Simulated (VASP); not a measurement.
```
NiO
1.0
    4.26360     2.13180     2.13180
    2.13180     4.26360     2.13180
    2.13180     2.13180     4.26360
Ni O
2 2
Cartesian
  0.00000   0.00000   0.00000
  4.26360   4.26360   4.26360
  2.13180   2.13180   2.13180
  6.39540   6.39540   6.39540
```
Starting moments (μB, in the order of the record's atoms Ni Ni O O): 2.0 -2.0 0.0 0.0.

The base run (VASP): PBE GGA, plane waves, VASP's PBE PAW potentials (set 64). Settings: 520 eV cut-off, 8×8×8 Γ-centred mesh, Gaussian smearing of 0.050 eV, potentials Ni O.

One setting is varied; ΔE counts from the most expensive setting. The base run took about 3 core-minutes. Times come from single runs on busy shared machines, so they are rough: good to a factor of about 2.

The pressure holds a Pulay error that falls with the cut-off, as the column shows.

| setting | cost over the base run | electronic steps | ΔE (meV/atom) | pressure (GPa) |
|---|---|---|---|---|
| ENCUT = 275 | about 1/3 | 15 | -76.2 | -69.01 |
| ENCUT = 350 | about 1/2 | 17 | -22.7 | -24.65 |
| ENCUT = 425 | within a factor of 2 | 17 | -1.3 | -11.79 |
| ENCUT = 375 | within a factor of 2 | 17 | -10.5 | -18.61 |
| ENCUT = 500 | within a factor of 2 | 17 | 2.1 | -8.95 |
| ENCUT = 550 | within a factor of 2 | 17 | 2.0 | -8.91 |
| base run | reference | 17 | 2.1 | -8.87 |
| ENCUT = 725 | within a factor of 2 | 17 | 0.0 | -9.04 |

Left out are runs that failed, have no time on record or changed the cell.

The compound is NiO in the rock salt, AFM-II order structure. The cell was not relaxed at this level.
